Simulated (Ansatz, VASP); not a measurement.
# ZnIn in two plane-wave programs

One calculation is typed for both programs; each brings its own data sets. How far apart do they land? The cell is generated by rule, not measured, and may not be a known phase. The cell is taken from a series of runs on this material, whose earlier steps may have relaxed, scaled, displaced or heated it; both programs get it as it stands.

Calculated with Ansatz 0.2.0; plane waves, with VASP 6.6.1 beside it; zone-centre phonons at PBE.

The structure was built from a prototype and need not be the compound's stable phase.

## Step 1: Set-up

Symmetry: Fm-3m, No. 225, cubic system. The conventional cell has a = 5.737 Å, b = 5.737 Å, c = 5.737 Å, α = 90.00°, β = 90.00°, γ = 90.00°. In has 6 Zn at 2.87 Å nearest. Nearest to Zn lie 6 In at 2.87 Å. Farther neighbours are not listed.

## Step 2: Ansatz: zone-centre phonons, PBE

Ansatz runs on its default PAW (the set named soft_2) files.

Second derivatives magnify differences that forces hide, and they need a tight electronic threshold.

The input, input.yaml:

```yaml
crystal:
  lattice:
    - [0.0, 2.868698152, 2.868698152]
    - [2.868698152, 0.0, 2.868698152]
    - [2.868698152, 2.868698152, 0.0]
  atoms:
    - { symbol: In, position: [0.0, 0.0, 0.0] }
    - { symbol: Zn, position: [0.5, 0.5, 0.5] }
kpoints:
  mp_grid: { grid: [16, 16, 16] }
hamiltonian:
  xc: pbe
scf:
  occupations: { method: methfessel_paxton, width: 0.2 }
output:
  eigenvalues: true
phonons:
  method: dfpt
  qmesh: [2, 2, 2]
  temperatures: { t_max: 1000, t_step: 50 }
  qpath:
    path:
      - [[0.0, 0.0, 0.0], [0.5, 0.0, 0.5], [0.625, 0.25, 0.625]]
      - [[0.375, 0.375, 0.75], [0.0, 0.0, 0.0], [0.5, 0.5, 0.5], [0.5, 0.25, 0.75], [0.5, 0.0, 0.5]]
    npoints: 10
```

Launch:

```
> ansatz run input.yaml --threads 8 --pin off --max-ram 14336MiB --backend cpu --events-out ev --progress --plain --runs-dir out
```

Numbers of over 12 decimals in the logs are rounded to 6 here.

The log of the run:

```text
Engine: ansatz 0.2.0, aarch64-unknown-linux-gnu
Pseudopotentials: kind: paw
Pseudopotential: In, paw, valence charge 13, recommended cutoff 420 eV (normal), In.paw.azcp
Pseudopotential: Zn, paw, valence charge 12, recommended cutoff 420 eV (normal), Zn.paw.azcp
Functional definition: PBE
  parameter kappa = 0.804
  parameter beta = 0.066725
  exchange = pbe_x(kappa = kappa, mu = beta*pi^2/3)
  correlation = pbe_c(beta = beta)
Crystal: 2 atoms, lattice volume = 47.215 Å³
Basis set: ecut = 420 eV, 941 PW (Γ), exchange–correlation on 60×60×60 points (8 copies of the dense FFT grid, shifted against one another)
Bands: 17, of which v1, the nominal top of the filled ones, is band 13 counted from 1 (12 counted from 0)
Symmetry: 48 space group operations
k-points: 145 of 4096
Non-local potential: In, projectors of the file, l = 0: 2, l = 1: 2, l = 2: 2, l = 3: 2
Non-local potential: Zn, projectors of the file, l = 0: 2, l = 1: 2, l = 2: 3, l = 3: 1
PAW form: soft (Blöchl's): semilocal exchange-correlation on the pseudo side does not see the compensation charge
PAW one-centre angular grid: In, 590 points (default); XC on 64 Gauss nodes
PAW one-centre angular grid: Zn, 590 points (default); XC on 64 Gauss nodes
Initial density: superposition of atomic densities (neutral atoms: chi_scale 0, normalization atom), corrected by the library's trained network
Initial wavefunctions: pseudopotential atomic-orbital guess
Functional: x = pbe(κ = 0.804, μ = 0.219515), c = pbe(β = 0.066725)
SCF iter   1: F=—  HF=-8916.548083 eV  |F-HF|=—  |Δ(HF+E_count)|=         —  Δρ=1.19e-3  dr2=3.94e-4  ethr=1.77e-3  ⟨swp⟩=4.9  Hψ=11336  notcnv=0
preconditioner: auto → Kerker (q_TF=auto, 2.454 Å⁻¹)  [metal: Δε(μ)=0.047 eV  Ē_g=14.248 eV  σ=0.200 eV  W_gap=0.20  n_scr=14 (ndim 8)  ℏωp=27.0 eV  f_vac=0.000  D(μ)=0.93/eV (n_scr^D=0)]
SCF iter   2: F=—  HF=-8916.547011 eV  |F-HF|=—  |Δ(HF+E_count)|=   1.07e-3  S|Δr|=    0.00e0  Δρ=6.89e-4  dr2=1.65e-4  ethr=1.58e-6  ⟨swp⟩=2.0  Hψ=5373  notcnv=0
SCF iter   3: F=—  HF=-8916.547025 eV  |F-HF|=—  |Δ(HF+E_count)|=   1.46e-5  S|Δr|=    0.00e0  Δρ=4.24e-4  dr2=7.55e-5  ethr=6.60e-7  ⟨swp⟩=2.0  Hψ=3145  notcnv=0
SCF iter   4: F=—  HF=-8916.547089 eV  |F-HF|=—  |Δ(HF+E_count)|=   6.39e-5  S|Δr|=    0.00e0  Δρ=2.11e-4  dr2=2.40e-5  ethr=3.02e-7  ⟨swp⟩=2.9  Hψ=4147  notcnv=0
SCF iter   5: F=—  HF=-8916.547102 eV  |F-HF|=—  |Δ(HF+E_count)|=   1.32e-5  S|Δr|=    0.00e0  Δρ=8.41e-5  dr2=2.39e-6  ethr=9.59e-8  ⟨swp⟩=2.0  Hψ=3469  notcnv=0
SCF iter   6: F=—  HF=-8916.547104 eV  |F-HF|=—  |Δ(HF+E_count)|=   2.10e-6  S|Δr|=    0.00e0  Δρ=3.09e-5  dr2=2.32e-7  ethr=9.58e-9  ⟨swp⟩=2.5  Hψ=4065  notcnv=0
SCF iter   7: F=—  HF=-8916.547105 eV  |F-HF|=—  |Δ(HF+E_count)|=   9.83e-8  S|Δr|=    0.00e0  Δρ=1.26e-5  dr2=4.68e-8  ethr=9.27e-10  ⟨swp⟩=2.0  Hψ=2790  notcnv=0
SCF iter   8: F=—  HF=-8916.547105 eV  |F-HF|=—  |Δ(HF+E_count)|=   1.77e-8  S|Δr|=    0.00e0  Δρ=2.53e-6  dr2=2.69e-9  ethr=1.87e-10  ⟨swp⟩=2.0  Hψ=3903  notcnv=0
SCF iter   9: F=—  HF=-8916.547105 eV  |F-HF|=—  |Δ(HF+E_count)|=  9.66e-10  S|Δr|=    0.00e0  Δρ=3.28e-7  dr2=6.20e-11  ethr=1.08e-11  ⟨swp⟩=2.0  Hψ=4176  notcnv=0
SCF iter  10: F=-8916.547105 eV  HF=-8916.547105 eV  |F-HF|=0.00e0  |Δ(HF+E_count)|=  3.64e-12  S|Δr|=    0.00e0  Δρ=5.00e-8  dr2=1.03e-12  ethr=1.00e-12  ⟨swp⟩=6.9  Hψ=11430  notcnv=0
SCF 1 converged in 10 iterations: F = -8916.547105 eV  dr2 = 1.03e-12
  greatest PAW one-centre occupation: 0.983 electrons in one spin orbital (limit 2), on the Zn atom at site 1 (counted from 0), in its partial waves of l = 2
phonons: the bands overlap, so this run is a metal and interpolates without the dipole-dipole term. If the crystal is really an insulator or semiconductor, its LO-TO splitting is missing
NSCF: frozen V_eff on 145 k-points
WARN: eigensolver did not converge in 5 slots of this pass, the one above among them; of largest residual over every band (k=49): 1 band(s) unlocked (lowest unlocked band 16, counted from 0; max residual 3.50e-5 eV among the unlocked bands, 3.50e-5 eV over every band); of lowest unlocked band (k=48): band 16
NSCF: frozen V_eff on 349 k-points
DFPT response loops at q = (0, 0, 0) (fractional): preconditioner auto → Kerker (q_TF=auto, 2.454 Å⁻¹) (partly filled bands, converged f_vac=0.000); β = 1.00, the filter's whole step (`scf.mixing.beta` (0.50) is not read by the response loops under this deck's `scf.mixing.preconditioner`; to damp them name `kerker` or `kerker_dos`, under which they read `scf.mixing.beta`, and type it under 1.00, their step now; both keys bind the ground state too); Broyden in place of MSR1
NSCF: frozen V_eff on 2196 k-points
DFPT response loops at q = (0, 0, -0.5) (fractional): mixed as the last ones told, above
NSCF: frozen V_eff on 1242 k-points
DFPT response loops at q = (0, -0.5, -0.5) (fractional): mixed as the last ones told, above
SCF converged after 10 iterations
Stability not checked: this state was not tested for a lower state beside it, because cold or Methfessel-Paxton smearing, or corrected tetrahedra, fill the levels in a way that the test cannot read (fill_not_monotonic; see scf.lower_state_search)
Free energy (F): -8916.547105 eV
Harris-Foulkes:  -8916.547105 eV  (|F-HF|=0.00e0)
Internal energy: -8916.546979 eV  (E = F + TS)
E sigma→0 (E₀):  -8916.547073 eV
Entropy (-TS):   -0.000125 eV (-0.063 meV/atom)
Fermi energy:    8.652618 eV
--- Per-component energies (eV) ---
  E_band       = -19.276536
  E_kinetic    = 371.444857
  E_local      = -2889.624641  (includes V_loc(G=0)·N_el)
  E_nonlocal   = 976.785485
  E_hartree    = 1182.297928
  E_xc         = -352.678243
  E_vxc        = -151.147023  (∫ρ·V_xc dr)
  E_paw        = -5977.262236  (= ΣΔE_a)
  E_vpaw       = -691.330703  (= ΣTr[D̂ρ^β])
  E_aug_tail   = -0.000332  (compensation charges beyond the density's cutoff)
  E_ewald      = -2227.509797
  E_smearing   = -0.000125  (= −TS)
  E_closure    = -0.000000  (closes the sum)
  Σ components = -8916.547105   (vs F -8916.547105, Δ=0.00e0)
--- Band table (eV; the first three rows and the last of 145) ---
  k-point 0: bands = [... 9 lower, 1.4823, 1.4823, 12.0977, 12.0977, 12.0977, 14.0792, 17.1569, 17.1569]
  k-point 1: bands = [... 9 lower, 1.4782, 1.4782, 11.4530, 12.0915, 12.0915, 14.5021, 16.6001, 17.2668]
  k-point 2: bands = [... 9 lower, 1.4721, 1.4721, 10.2570, 12.0809, 12.0809, 14.8603, 16.6454, 16.7793]
  k-point 144: bands = [... 9 lower, 1.5282, 4.9665, 5.6174, 6.7886, 6.7886, 14.8177, 15.0484, 17.3382]
--- Phonons (Γ-DFPT): 2 representative perturbations + reference (Σ response iterations 6) ---
  ASR residual: 3.946e-5 → 0.000e0 eV/Å²; symmetrization residual: 5.607e-6 eV/Å²
  ASR residual per site (eV/Å²): 1.08e-5 3.95e-5
  Γ frequencies (cm⁻¹): 0.00 0.00 0.00 122.51 122.51 122.51
--- Phonons (arbitrary-q DFPT): 3 irreducible q on the 2×2×2 mesh ---
  q = [0.0000, 0.0000, 0.0000] (star 1, of the zone-centre solve; hermiticity 4.88e-6, symmetrization 1.16e-11): 0.00 0.00 0.00 122.51 122.51 122.51
  q = [0.0000, 0.0000, -0.5000] (star 4, 2 solved perturbations on 1098 of 4096 k-point pairs; hermiticity 3.44e-13, symmetrization 1.48e-12): 68.46 68.46 72.66 90.16 90.16 93.94
  q = [0.0000, -0.5000, -0.5000] (star 3, 4 solved perturbations in 1940 linear systems a pass and spin channel, the states on 621 of 4096 k-point pairs; hermiticity 2.27e-6, symmetrization 1.26e-12): -28.74 -21.61 -21.61 132.43 132.43 144.57
  sum rule: each row above includes the acoustic sum rule's correction from the zone centre's row sums; it moved no ω² by more than (0.41 cm⁻¹)²
  mesh force constants: q→R imaginary residual 7.88e-17; ASR residual 3.946e-5 → 0.000e0 eV/Å²; symmetrization residual 2.220e-15 eV/Å²
  interpolated dispersion: 62 rows × 6 modes
  density of states and harmonic sums: on the 20×20×20 q-mesh, interpolated from the force constants of a 2×2×2 supercell (no non-analytic term)
  largest difference from the sums on the solved wave vectors: F 1.58e-1 eV, S 1.97e-4 and C_V 3.98e-5 eV/K
  zero-point energy: 0.027617 eV/cell   skipped modes (ω ≤ 0): 274, of them read as no rigid motion or as one in doubt: 271 (1.040e0 modes/cell left out, lowest -41.54 cm⁻¹)   left out of the sums: 1.73e-1 of the cell's modes: C_V's classical limit lies that fraction below 3 k_B per atom; for a crystal, a wire or a layer, F and S can be off by more, and a phonons.interpolated_qmesh denser along its periods is the remedy for the sampling
```

[end of part 1 of 2]

[Lines on the potential files, build, host, timing and source positions are cut from VASP's logs without a mark.]

[Logs are printed without paths, hosts, clocks, repeated set-up lines and the standing remarks that a program may print on its own settings, such as how far it seeks lower states.]

[Hosts, paths, dates, database ids (printed as entryN), source tags and the programs' standing remarks are cut or masked in the printed files.]
